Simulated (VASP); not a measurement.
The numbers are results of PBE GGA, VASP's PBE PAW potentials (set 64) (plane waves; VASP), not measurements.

A VASP calculation is set up with these files.

### POSCAR
```
V
3.09060
 -0.5000000000   0.5000000000   0.5000000000
  0.5000000000  -0.5000000000   0.5000000000
  0.5000000000   0.5000000000  -0.5000000000
V
1
Cart
  0.0000000000   0.0000000000   0.0000000000
```

File KPOINTS:
```
K-points
0
gamma
20 20 20
0 0 0
```

INCAR:
```
SYSTEM = V
PREC = Accurate
ENCUT = 400
EDIFF = 1E-6
NELM = 100
ALGO = Normal
LREAL = .FALSE.
LASPH = .TRUE.
ISMEAR = 1
SIGMA = 0.1
GGA = PE
LMAXMIX = 4
LWAVE = .FALSE.
LCHARG = .FALSE.
ISIF = 2
```

POTCAR, in this order: V_sv (PBE.64 set). Program: vasp_std.

What VASP printed:

**OSZICAR**
```
       N       E                     dE             d eps       ncg     rms          rms(c)
DAV:   1     0.715236291071E+02    0.71524E+02   -0.63984E+03  5120   0.117E+03
DAV:   2    -0.918713687825E+01   -0.80711E+02   -0.79038E+02  5278   0.330E+02
DAV:   3    -0.104825259995E+02   -0.12954E+01   -0.12645E+01  5476   0.484E+01
DAV:   4    -0.104916370144E+02   -0.91110E-02   -0.90646E-02  5188   0.409E+00
DAV:   5    -0.104917140879E+02   -0.77074E-04   -0.77074E-04  5376   0.396E-01    0.162E+01
DAV:   6    -0.895993838427E+01    0.15318E+01   -0.68937E+00  5144   0.377E+01    0.137E+00
DAV:   7    -0.894075589773E+01    0.19182E-01   -0.35833E-02  5144   0.317E+00    0.796E-01
DAV:   8    -0.893128472272E+01    0.94712E-02   -0.70914E-03  5222   0.133E+00    0.737E-02
DAV:   9    -0.893132474503E+01   -0.40022E-04   -0.22098E-04  5136   0.225E-01    0.328E-02
DAV:  10    -0.893132369872E+01    0.10463E-05   -0.23185E-05  5178   0.723E-02    0.474E-03
DAV:  11    -0.893132395275E+01   -0.25403E-06   -0.92268E-07  2660   0.149E-02
   1 F= -.89313240E+01 E0= -.89313160E+01  d E =-.239613E-04
```

**OUTCAR**
```
------------------------ aborting loop because EDIFF is reached ----------------------------------------
  FORCE on cell =-STRESS in cart. coord.  units (eV):
  Direction    XX          YY          ZZ          XY          YZ          ZX
  --------------------------------------------------------------------------------------
  Total       -1.4136119     -1.4136119     -1.4136119      0.0000000      0.0000000      0.0000000
  in kB     -153.4413308   -153.4413308   -153.4413308      0.0000000      0.0000000      0.0000000
  external PRESSURE =    -153.4413308 kB  Pullay stress =       0.0000000 kB
  volume of cell :       14.76
      direct lattice vectors                 reciprocal lattice vectors
    -1.545300000  1.545300000  1.545300000     0.000000000  0.323561768  0.323561768
     1.545300000 -1.545300000  1.545300000     0.323561768  0.000000000  0.323561768
     1.545300000  1.545300000 -1.545300000     0.323561768  0.323561768  0.000000000
 POSITION                                       TOTAL-FORCE (eV/Angst)
 -----------------------------------------------------------------------------------
      0.00000      0.00000      0.00000         0.000000      0.000000      0.000000
 -----------------------------------------------------------------------------------
    total drift:                                0.000000      0.000000      0.000000
  FREE ENERGIE OF THE ION-ELECTRON SYSTEM (eV)
  ---------------------------------------------------
  free  energy   TOTEN  =        -8.9313239527 eV

  energy  without entropy=       -8.9312999915  energy(sigma->0) =       -8.93131597
```
(Selected blocks of OUTCAR.)

The compound is V in the bcc structure. The cell was not relaxed at this level. The run is one of a series of settings (KPOINTS 20×20×20 Γ-centred mesh against the base run), some of them coarse on purpose. The run is not spin-polarised, so no magnetic state was tried.
